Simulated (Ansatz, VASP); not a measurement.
# Mg2ZnS3: VASP beside Ansatz

INCAR

```
PREC = Accurate
ENCUT = 520
EDIFF = 1E-6
ISMEAR = 0
SIGMA = 0.1
LREAL = False
LASPH = True
NELM = 100
ALGO = Normal
ISIF = 2
LWAVE = False
LCHARG = False
GGA = PE
NBANDS = 26
```

File KPOINTS:

```
Automatic mesh
0
Gamma
  6 4 2
```

POSCAR

```
Mg2ZnS3
1.0
    3.5679250000      0.0000000000      0.0000000000
    0.0000000000      4.5134341000      0.0000000000
    0.0000000000      0.0000000000      7.8503157600
Mg Zn S
2 1 3
Direct
    0.0000000000      0.0000000000      0.0078570000
    0.0000000000      0.5000000000      0.4968310000
    0.5000000000      0.0000000000      0.3288260100
    0.5000000000      0.5000000000      0.8373519800
    0.5000000000      0.5000000000      0.1818650100
    0.5000000000      0.0000000000      0.6472690100
```

Input for Ansatz:

```yaml
crystal:
  lattice:
    - [3.567925, 0.0, 0.0]
    - [0.0, 4.5134341, 0.0]
    - [0.0, 0.0, 7.85031576]
  atoms:
    - { symbol: Mg, position: [0.0, 0.0, 0.007857] }
    - { symbol: Mg, position: [0.0, 0.5, 0.496831] }
    - { symbol: Zn, position: [0.5, 0.0, 0.32882601] }
    - { symbol: S, position: [0.5, 0.5, 0.83735198] }
    - { symbol: S, position: [0.5, 0.5, 0.18186501] }
    - { symbol: S, position: [0.5, 0.0, 0.64726901] }
basis:
  ecutwfc: 420
kpoints:
  mp_grid: { grid: [6, 4, 2] }
hamiltonian:
  xc: pbe
scf:
  occupations: { method: gaussian, width: 0.1 }
  lower_state_search: "off"
output:
  forces: true
  stress: true
  eigenvalues: true
```

Change from the starting cell: species swapped into the Nd2In3Cu type (Pmm2, No. 25).

Alike in both runs: task single point; functional PBE; k mesh 6 × 4 × 2; occupations gaussian, width 0.1 eV; no spin polarisation.

|  | VASP | Ansatz |
| --- | --- | --- |
| version | VASP 6.6.1 | Ansatz 0.2.0 |
| potentials or method | VASP PAW PBE potentials, release 64 (Mg, Zn, S) | scalar-relativistic, plane waves, PAW |
| plane-wave cutoff (eV) | 520 | 420 |
| valence electrons in the cell | 34 | 50 |

|  | VASP | Ansatz | Ansatz less VASP |
| --- | --- | --- | --- |
| gap on the k mesh at the Fermi level (eV) | none | none | - |
| pressure (GPa) | -6.0 | -5.9 | +0.09 |
| largest component of the traceless stress (GPa) | 2.70 | 2.72 | +0.017 |
| rms of the force components (eV/Å) | 0.645 | 0.646 | +0.0012 |

Atom by atom the forces differ by 0.001 eV/Å (rms over components). A gap of «none» marks a metal or a gap that the smearing closes. The two sets of potentials don't hold the same shells in valence.

Caveats: the k mesh is coarse (spacing up to 0.40 Å⁻¹), so the values aren't converged; forces of over 1 eV/Å show positions far from the minimum, so gaps and moduli don't describe the material at rest.
